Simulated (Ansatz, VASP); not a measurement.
**Ge (Germanium) in two plane-wave programs**

Aim: how closely do two programs agree when they are given the same cell, functional and k mesh? The cell is taken from a series of runs on this material, whose earlier steps may have relaxed, scaled, displaced or heated it; both programs get it as it stands.

Calculated with Ansatz 0.2.0; plane waves, with VASP 6.6.1 beside it; zone-centre phonons at PBEsol.

## (1) Starting point

It takes space group R-3m (No. 166, trigonal). Conventional cell: a = 3.893 Å, b = 3.893 Å, c = 9.952 Å, α = 90.00°, β = 90.00°, γ = 120.00°. Ge has 4 Ge at 2.41 to 2.45 Å nearest.

As a file:

```xyz
2
Lattice="0.0801 2.8328 2.8328 2.8328 0.0801 2.8328 2.8328 2.8328 0.0801" Properties=species:S:1:pos:R:3 pbc="T T T"
Ge    2.8842    2.8842    2.8842
Ge    4.2979    4.2979    4.2979
```

## (2) VASP: zone-centre phonons, PBEsol

Second derivatives magnify differences that forces hide, and they need a tight electronic threshold.

Lines of VASP's logs that name or quote its potential files are left out, and so is its time.

File INCAR:

```
SYSTEM = Ge
PREC = Accurate
ENCUT = 500
EDIFF = 1E-08
NELM = 120
ISMEAR = 1
SIGMA = 0.2
LREAL = .FALSE.
ALGO = Normal
GGA = PS
NBANDS = 20
LORBIT = 11
LWAVE = .FALSE.
LCHARG = .FALSE.
ISIF = 2
IBRION = 8
LASPH = .TRUE.
GGA_COMPAT = .FALSE.
KPAR = 2
```

File POSCAR:

```
Ge
1.0
    0.0800678570      2.8327949423      2.8327949423
    2.8327949423      0.0800678570      2.8327949423
    2.8327949423      2.8327949423      0.0800678570
Ge
2
Direct
    0.5019719637      0.5019719637      0.5019719637
    0.7480280363      0.7480280363      0.7480280363
```

File KPOINTS:

```
Automatic mesh
0
Gamma
16 16 16
0 0 0
```

Potentials, in the order of the species: Ge_d (PBE family, release 64).

Started as:

```sh
$ mpirun -np 2 vasp_std
```

Numbers of over 12 decimals in the logs are rounded to 6 here.

Log:

```text
[banner, memory and clock lines left out]
running    2 mpi-ranks, on    1 nodes
 distrk:  each k-point on    1 cores,    2 groups
 distr:  one band on    1 cores,    1 groups

 POSCAR found type information on POSCAR Ge
 POSCAR found :  1 types and       2 ions
|                                                                             |
|               ----> ADVICE to this user running VASP <----                  |
|                                                                             |
|     You enforced a specific xc type in the INCAR file but a different       |
|     [... a line on the potential file left out ...]
|     I HOPE YOU KNOW WHAT YOU ARE DOING!                                     |
|                                                                             |

 LDA part: xc-table for (Slater+PW92), standard interpolation
 POSCAR, INCAR and KPOINTS ok, starting setup
 FFT: planning ... GRIDC
 FFT: planning ... GRID_SOFT
 FFT: planning ... GRID
 WAVECAR not read
 entering main loop
       N       E                     dE             d eps       ncg     rms          rms(c)
DAV:   1     0.181361103884E+03    0.18136E+03   -0.14573E+04 17876   0.379E+03
DAV:   2     0.150720918358E+02   -0.16629E+03   -0.16188E+03 16704   0.582E+02
DAV:   3    -0.922561234953E+01   -0.24298E+02   -0.24132E+02 18724   0.143E+02
DAV:   4    -0.998950981644E+01   -0.76390E+00   -0.76332E+00 18876   0.300E+01
DAV:   5    -0.100018734994E+02   -0.12364E-01   -0.12363E-01 18748   0.414E+00    0.344E+00
DAV:   6    -0.988344618992E+01    0.11843E+00   -0.41128E-02 20224   0.238E+00    0.196E+00
DAV:   7    -0.982831926182E+01    0.55127E-01   -0.75981E-02 17504   0.260E+00    0.163E-01
DAV:   8    -0.982930056417E+01   -0.98130E-03   -0.73072E-03 19240   0.114E+00    0.584E-02
DAV:   9    -0.982942159898E+01   -0.12103E-03   -0.22874E-04 18928   0.191E-01    0.194E-02
DAV:  10    -0.982943632409E+01   -0.14725E-04   -0.22520E-05 22096   0.476E-02    0.580E-03
DAV:  11    -0.982943771445E+01   -0.13904E-05   -0.36576E-06 18616   0.187E-02    0.151E-03
DAV:  12    -0.982943771717E+01   -0.27167E-08   -0.57167E-07 21588   0.134E-02    0.593E-04
DAV:  13    -0.982943771462E+01    0.25411E-08   -0.24983E-08 16236   0.234E-03
   1 F= -.98294377E+01 E0= -.98294942E+01  d E =0.169325E-03
 Linear response reoptimize wavefunctions to high precision
DAV:   1    -0.982943772210E+01   -0.74733E-08   -0.94810E-09 21164   0.142E-03
DAV:   2    -0.982943772216E+01   -0.65484E-10   -0.66301E-10 10756   0.284E-04
 Linear response DOF=           1
 Linear response progress:
  Degree of freedom:   1/  1
       N       E                     dE             d eps       ncg     rms          rms(c)
RMM:   1    -0.186377105914E+00   -0.18638E+00    0.86009E+00 52832   0.455E+01
RMM:   2    -0.193676330886E+00   -0.72992E-02   -0.14082E-02 70986   0.115E+00    0.781E-02
RMM:   3    -0.193745574998E+00   -0.69244E-04   -0.10061E-03 75891   0.323E-01    0.452E-02
RMM:   4    -0.193686473677E+00    0.59101E-04   -0.61505E-05 80530   0.795E-02    0.471E-03
RMM:   5    -0.193688808440E+00   -0.23348E-05   -0.49502E-06 76939   0.171E-02    0.251E-03
RMM:   6    -0.193693692166E+00   -0.48837E-05   -0.17263E-07 79238   0.484E-03    0.408E-04
RMM:   7    -0.193692931013E+00    0.76115E-06   -0.57179E-08 80487   0.134E-03    0.180E-04
RMM:   8    -0.193691768462E+00    0.11626E-05   -0.65628E-09 81368   0.497E-04    0.399E-05
RMM:   9    -0.193691622515E+00    0.14595E-06   -0.17874E-08 74435   0.216E-04    0.167E-05
RMM:  10    -0.193691706675E+00   -0.84160E-07    0.71542E-09 81191   0.101E-04    0.609E-06
RMM:  11    -0.193691743224E+00   -0.36549E-07   -0.65952E-09 84498   0.534E-05    0.286E-06
RMM:  12    -0.193691776208E+00   -0.32984E-07   -0.93592E-09 94297   0.361E-05    0.541E-07
RMM:  13    -0.193691774181E+00    0.20273E-08    0.42831E-11 98813   0.289E-05    0.398E-07
 first order change of Fermi-energy   0.82465E+00
 force on displaced ion       1 direction 1 : -11.952   0.147   0.147
 Linear response finished
```

Parts of OUTCAR (step 2):

```text
ion  position               nearest neighbor table
   1  0.502  0.502  0.502-   2 2.41   2 2.41   2 2.41   2 2.45
   2  0.748  0.748  0.748-   1 2.41   1 2.41   1 2.41   1 2.45

  LATTYP: Found a trigonal (rhomboedric) cell.
 ALAT       =     4.0069770691
 COS(alpha) =     0.5280536865

 Subroutine GETGRP returns: Found 12 space group operations
 (whereof  6 operations were pure point group operations)

The static configuration has the point symmetry C_3v.
 The point group associated with its full space group is D_3d.

 Found    417 irreducible k-points:

   k-points           NKPTS =    417   k-points in BZ     NKDIM =    417   number of bands    NBANDS=     20

   dimension x,y,z NGX =    30 NGY =   30 NGZ =   30
   dimension x,y,z NGXF=    60 NGYF=   60 NGZF=   60

   ENCUT  =  500.0 eV  36.75 Ry    6.06 a.u.   7.31  7.31  7.31*2*pi/ulx,y,z

   NELECT =      28.0000    total number of electrons

 k-points in reciprocal lattice and weights: Automatic mesh
   0.00000000  0.00000000  0.00000000       0.000
   0.06250000  0.00000000 -0.00000000       0.001
   0.12500000  0.00000000 -0.00000000       0.001
   0.18750000  0.00000000 -0.00000000       0.001
   0.25000000  0.00000000 -0.00000000       0.001
   0.31250000  0.00000000  0.00000000       0.001
   0.37500000  0.00000000 -0.00000000       0.001
   0.43750000  0.00000000  0.00000000       0.001
   0.50000000  0.00000000 -0.00000000       0.001
[...]
-0.43750000  0.50000000  0.43750000       0.001
   0.50000000  0.50000000  0.50000000       0.000

 average (electrostatic) potential at core
       1 -73.8154       2 -73.8154

  Total        0.9834713      0.9834713      0.9834713     -0.5104254     -0.5104254     -0.5104254
  in kB       36.1914676     36.1914676     36.1914676    -18.7835125    -18.7835125    -18.7835125
  external PRESSURE =      36.1914676 kB  Pullay stress =       0.0000000 kB

  energy-cutoff  :      500.00
  volume of cell :       43.54
      direct lattice vectors                 reciprocal lattice vectors
     0.080067857  2.832794942  2.832794942    -0.184169251  0.179106864  0.179106864
     2.832794942  0.080067857  2.832794942     0.179106864 -0.184169251  0.179106864
     2.832794942  2.832794942  0.080067857     0.179106864  0.179106864 -0.184169251

 POSITION                                       TOTAL-FORCE (eV/Angst)
 -----------------------------------------------------------------------------------
      2.88416      2.88416      2.88416        -0.001310     -0.001310     -0.001310
      4.29791      4.29791      4.29791         0.001310      0.001310      0.001310
 -----------------------------------------------------------------------------------
    total drift:                                0.000000      0.000000      0.000000

 Eigenvectors and eigenvalues of the dynamical matrix
 ----------------------------------------------------

   1 f  =    9.024814 THz    56.704581 2PiTHz  301.035402 cm-1    37.323616 meV
             X         Y         Z           dx          dy          dz
      2.884159  2.884159  2.884159     0.400705   -0.560320    0.159615
      4.297913  4.297913  4.297913    -0.400705    0.560320   -0.159615

   2 f  =    9.024814 THz    56.704581 2PiTHz  301.035402 cm-1    37.323616 meV
             X         Y         Z           dx          dy          dz
      2.884159  2.884159  2.884159    -0.415655   -0.139193    0.554848
      4.297913  4.297913  4.297913     0.415655    0.139193   -0.554848

   3 f  =    8.859159 THz    55.663738 2PiTHz  295.509737 cm-1    36.638521 meV
             X         Y         Z           dx          dy          dz
      2.884159  2.884159  2.884159    -0.408248   -0.408248   -0.408248
      4.297913  4.297913  4.297913     0.408248    0.408248    0.408248

   4 f  =    0.000000 THz     0.000001 2PiTHz    0.000006 cm-1     0.000001 meV
             X         Y         Z           dx          dy          dz
      2.884159  2.884159  2.884159     0.030331   -0.503144   -0.495910
      4.297913  4.297913  4.297913     0.030331   -0.503144   -0.495910

   5 f/i=    0.000000 THz     0.000000 2PiTHz    0.000001 cm-1     0.000000 meV
             X         Y         Z           dx          dy          dz
      2.884159  2.884159  2.884159     0.703761   -0.021793    0.065154
      4.297913  4.297913  4.297913     0.703761   -0.021793    0.065154

   6 f/i=    0.000000 THz     0.000001 2PiTHz    0.000005 cm-1     0.000001 meV
             X         Y         Z           dx          dy          dz
      2.884159  2.884159  2.884159    -0.061645   -0.496358    0.499828
      4.297913  4.297913  4.297913    -0.061645   -0.496358    0.499828

 ELASTIC MODULI CONTR FROM IONIC RELAXATION (kBar)
 Direction    XX          YY          ZZ          XY          YZ          ZX
 --------------------------------------------------------------------------------
 XX          -2.9974     -2.4764     -2.4764      9.1887     22.9170     10.0838
 YY          -2.4764     -2.9974     -2.4764     10.0838      9.1887     22.9170
 ZZ          -2.4764     -2.4764     -2.9974     22.9170     10.0838      9.1887
 XY           9.1887     10.0838     22.9170   -301.0834     38.6001     38.6001
 YZ          22.9170      9.1887     10.0838     38.6001   -301.0834     38.6001
 ZX          10.0838     22.9170      9.1887     38.6001     38.6001   -301.0834
 --------------------------------------------------------------------------------
```

## (3) Ansatz: zone-centre phonons, PBEsol

Ansatz runs on its PAW soft_1 files.

The same cell, functional, mesh and smearing now go to Ansatz, which takes its cutoff from its data sets.

File input.yaml:

```yaml
crystal:
  lattice:
    - [0.080067857, 2.8327949423, 2.8327949423]
    - [2.8327949423, 0.080067857, 2.8327949423]
    - [2.8327949423, 2.8327949423, 0.080067857]
  atoms:
    - { symbol: Ge, position: [0.5019719637, 0.5019719637, 0.5019719637] }
    - { symbol: Ge, position: [0.7480280363, 0.7480280363, 0.7480280363] }
kpoints:
  mp_grid: { grid: [16, 16, 16] }
hamiltonian:
  xc: pbesol
  pseudopotentials: { kind: paw, azcp: { folder: soft_1 }, xc_functional: pbe }
scf:
  occupations: { method: methfessel_paxton, width: 0.2 }
output:
  eigenvalues: true
phonons:
  method: dfpt
```

Started as:

```sh
$ ansatz run input.yaml --threads 4 --pin off --max-ram 10240MiB --backend cpu --events-out ev --progress --plain --runs-dir out
```

Log:

```text
Engine: ansatz 0.2.0, aarch64-unknown-linux-gnu
Pseudopotentials: kind: paw
Pseudopotential: Ge, paw, valence charge 14, recommended cutoff 420 eV (normal), soft_1/Ge.paw.azcp
Functional definition: PBEsol
  exchange = pbesol_x
  correlation = pbesol_c
Crystal: 2 atoms, lattice volume = 43.538 Å³
Basis set: ecut = 420 eV, 875 PW (Γ), exchange–correlation on 64×64×64 points (8 copies of the dense FFT grid, shifted against one another)
Bands: 18, of which v1, the nominal top of the filled ones, is band 14 counted from 1 (13 counted from 0)
Symmetry: 12 space group operations
k-points: 1098 of 4096 (irreducible under 2 space group operations, time reversal used)
Non-local potential: Ge, projectors of the file, l = 0: 2, l = 1: 2, l = 2: 3, l = 3: 1
PAW form: soft (Blöchl's): semilocal exchange-correlation on the pseudo side does not see the compensation charge
PAW frozen core: Ge, regenerated for the run's functional, and the local potential with it (the file was generated under x = pbe(κ = 0.804, μ = 0.219515), c = pbe(β = 0.066725))
PAW one-centre angular grid: Ge, 590 points (default); XC on 64 Gauss nodes
Initial density: superposition of atomic densities (chi_scale 0.1, normalization cell)
Initial wavefunctions: pseudopotential atomic-orbital guess
Functional: x = pbesol(κ = 0.804, μ = 0.123457), c = pbesol(β = 0.046)
SCF iter   1: F=—  HF=-8507.040898 eV  |F-HF|=—  |Δ(HF+E_count)|=         —  Δρ=3.72e-2  dr2=4.83e-1  ethr=3.10e-3  ⟨swp⟩=5.1  Hψ=90480  notcnv=0
preconditioner: auto → Kerker (q_TF=auto, 2.535 Å⁻¹)  [metal: Δε(μ)=0.058 eV  Ē_g=23.458 eV  σ=0.200 eV  W_gap=0.24  n_scr=14 (ndim 8)  ℏωp=29.8 eV  f_vac=0.000  D(μ)=0.04/eV (n_scr^D=0)]
SCF iter   2: F=—  HF=-8507.011372 eV  |F-HF|=—  |Δ(HF+E_count)|=   2.95e-2  S|Δr|=    0.00e0  Δρ=2.42e-2  dr2=2.40e-1  ethr=1.72e-3  ⟨swp⟩=1.0  Hψ=28548  notcnv=0
SCF iter   3: F=—  HF=-8506.960858 eV  |F-HF|=—  |Δ(HF+E_count)|=   5.05e-2  S|Δr|=    0.00e0  Δρ=3.96e-3  dr2=1.21e-2  ethr=8.56e-4  ⟨swp⟩=1.8  Hψ=22525  notcnv=0
SCF iter   4: F=—  HF=-8506.961393 eV  |F-HF|=—  |Δ(HF+E_count)|=   5.35e-4  S|Δr|=    0.00e0  Δρ=2.46e-3  dr2=3.69e-3  ethr=4.32e-5  ⟨swp⟩=2.0  Hψ=33849  notcnv=0
SCF iter   5: F=—  HF=-8506.961781 eV  |F-HF|=—  |Δ(HF+E_count)|=   3.88e-4  S|Δr|=    0.00e0  Δρ=6.69e-4  dr2=1.56e-4  ethr=1.32e-5  ⟨swp⟩=2.0  Hψ=35143  notcnv=0
SCF iter   6: F=—  HF=-8506.961873 eV  |F-HF|=—  |Δ(HF+E_count)|=   9.19e-5  S|Δr|=    0.00e0  Δρ=1.39e-4  dr2=5.99e-6  ethr=5.58e-7  ⟨swp⟩=2.0  Hψ=35206  notcnv=0
SCF iter   7: F=—  HF=-8506.961886 eV  |F-HF|=—  |Δ(HF+E_count)|=   1.29e-5  S|Δr|=    0.00e0  Δρ=3.44e-5  dr2=4.55e-7  ethr=2.14e-8  ⟨swp⟩=2.0  Hψ=35216  notcnv=0
SCF iter   8: F=—  HF=-8506.961887 eV  |F-HF|=—  |Δ(HF+E_count)|=   5.14e-7  S|Δr|=    0.00e0  Δρ=8.05e-6  dr2=4.30e-8  ethr=1.62e-9  ⟨swp⟩=2.0  Hψ=35212  notcnv=0
SCF iter   9: F=—  HF=-8506.961887 eV  |F-HF|=—  |Δ(HF+E_count)|=   3.64e-8  S|Δr|=    0.00e0  Δρ=2.98e-6  dr2=7.01e-9  ethr=1.54e-10  ⟨swp⟩=2.0  Hψ=24143  notcnv=0
SCF iter  10: F=—  HF=-8506.961887 eV  |F-HF|=—  |Δ(HF+E_count)|=   1.81e-9  S|Δr|=    0.00e0  Δρ=6.60e-7  dr2=2.69e-10  ethr=2.50e-11  ⟨swp⟩=2.0  Hψ=24157  notcnv=0
SCF iter  11: F=—  HF=-8506.961887 eV  |F-HF|=—  |Δ(HF+E_count)|=  2.84e-10  S|Δr|=    0.00e0  Δρ=2.19e-7  dr2=1.01e-11  ethr=1.00e-12  ⟨swp⟩=3.0  Hψ=35216  notcnv=0
SCF iter  12: F=-8506.961887 eV  HF=-8506.961887 eV  |F-HF|=1.82e-12  |Δ(HF+E_count)|=  1.64e-11  S|Δr|=    0.00e0  Δρ=4.12e-8  dr2=3.74e-13  ethr=1.00e-12  ⟨swp⟩=5.0  Hψ=72993  notcnv=0
SCF 1 converged in 12 iterations: F = -8506.961887 eV  dr2 = 3.74e-13
  greatest PAW one-centre occupation: 0.998 electrons in one spin orbital (limit 2), on the Ge atom at site 1 (counted from 0), in its partial waves of l = 2
DFPT response loops at Γ: preconditioner auto → Kerker (q_TF=auto, 2.535 Å⁻¹) (partly filled bands, converged f_vac=0.049); β = 1.00, the filter's whole step (`scf.mixing.beta` (0.50) is not read by the response loops under this deck's `scf.mixing.preconditioner`; to damp them name `kerker` or `kerker_dos`, under which they read `scf.mixing.beta`, and type it under 1.00, their step now; both keys bind the ground state too); Broyden in place of MSR1
SCF converged after 12 iterations
Stability not checked: this state was not tested for a lower state beside it, because cold or Methfessel-Paxton smearing, or corrected tetrahedra, fill the levels in a way that the test cannot read (fill_not_monotonic; see scf.lower_state_search)
Free energy (F): -8506.961887 eV
Harris-Foulkes:  -8506.961887 eV  (|F-HF|=1.82e-12)
Internal energy: -8506.962056 eV  (E = F + TS)
E sigma→0 (E₀):  -8506.961929 eV
Entropy (-TS):   0.000169 eV (0.085 meV/atom)
Fermi energy:    9.046733 eV
--- Per-component energies (eV) ---
  E_band       = -290.864706
  E_kinetic    = 187.013493
  E_local      = -4446.694941  (includes V_loc(G=0)·N_el)
  E_nonlocal   = 439.298074
  E_hartree    = 2122.303300
  E_xc         = -142.824814
  E_vxc        = -131.165212  (∫ρ·V_xc dr)
  E_paw        = -3945.109832  (= ΣΔE_a)
  E_vpaw       = -583.922744  (= ΣTr[D̂ρ^β])
  E_aug_tail   = 0.000037  (compensation charges beyond the density's cutoff)
  E_ewald      = -2722.783248
  E_core_change = 1.835876  (= ΣΔE_core)
  E_smearing   = 0.000169  (= −TS)
  E_closure    = 0.000000  (closes the sum)
  Σ components = -8506.961887   (vs F -8506.961887, Δ=0.00e0)
--- Band table (eV; the first three rows and the last of 1098) ---
  k-point 0: bands = [... 10 lower, -4.1588, 8.6410, 9.0892, 9.0892, 9.1586, 11.3380, 11.6299, 11.6299]
  k-point 1: bands = [... 10 lower, -4.1079, 7.9484, 8.6137, 8.9746, 9.8005, 11.5248, 11.7722, 11.8484]
  k-point 2: bands = [... 10 lower, -3.9561, 6.7061, 8.3483, 8.7031, 9.9444, 11.7664, 12.1059, 12.6868]
  k-point 1097: bands = [... 10 lower, -2.1644, 1.0553, 7.7169, 7.7169, 9.6491, 12.8641, 12.8641, 16.1878]
--- Phonons (Γ-DFPT): 1 representative perturbation + reference, on 1098 of 4096 k-points (Σ response iterations 3) ---
  k mesh reduced under 2 symmetry operations, with k and −k counted as one. Each operation leaves every solved perturbation unchanged. A smaller set is not used because it would not reduce the number of displacements times k-points to solve
  ASR residual: 7.555e-6 → 0.000e0 eV/Å²; symmetrization residual: 1.162e-12 eV/Å²
  ASR residual per site (eV/Å²): 7.56e-6 7.56e-6
  Γ frequencies (cm⁻¹): 0.00 0.00 0.00 295.39 301.43 301.43
  non-analytic LO–TO correction: not included (Born effective charges unavailable; polar crystals: no LO–TO splitting at Γ)
```

In the SCF lines HF is the Harris–Foulkes energy and dr2 the Hartree energy of the density residual, in eV; the loop may stop once dr2 is under the threshold and the program's other checks hold. Hψ counts applications of the Hamiltonian.

## (4) Comparison

Known differences besides the potentials themselves: the cutoff is 420 eV in Ansatz and 500 eV in VASP; Ansatz makes its cores anew for this functional, VASP keeps those of its PBE data sets. Total energies have different zeros and are not compared.

Both answers:

| quantity | Ansatz | VASP | difference |
| --- | --- | --- | --- |
| optical mode 1 (cm⁻¹) | 295.4 | 295.5 | -0.04 % |
| optical mode 2 to 3 (cm⁻¹) | 301.4 | 301.0 | +0.13 % |

Modes are paired by rising frequency, not by their patterns, so a pair may set unlike modes beside each other; they are those without the splitting of longitudinal modes.

## (5) What came out

```yaml
r_m_s_difference_of_the_optical_zone_centre_modes_each_program_s_sorted_by_frequency_zone_centre_phonons_pbesol: 0.33 cm⁻¹
```

In words: The r.m.s. difference of the optical zone-centre modes, each program's sorted by frequency is 0.33 cm⁻¹ (zone-centre phonons, PBEsol). How closely two codes agree says nothing of how well the functional describes the real material.

[Lines on the potential files, build, host, timing and source positions are cut from VASP's logs without a mark.]

[Logs are printed without paths, hosts, clocks, repeated set-up lines and the standing remarks that a program may print on its own settings, such as how far it seeks lower states.]

[Hosts, paths, dates, database ids (printed as entryN), source tags and the programs' standing remarks are cut or masked in the printed files.]
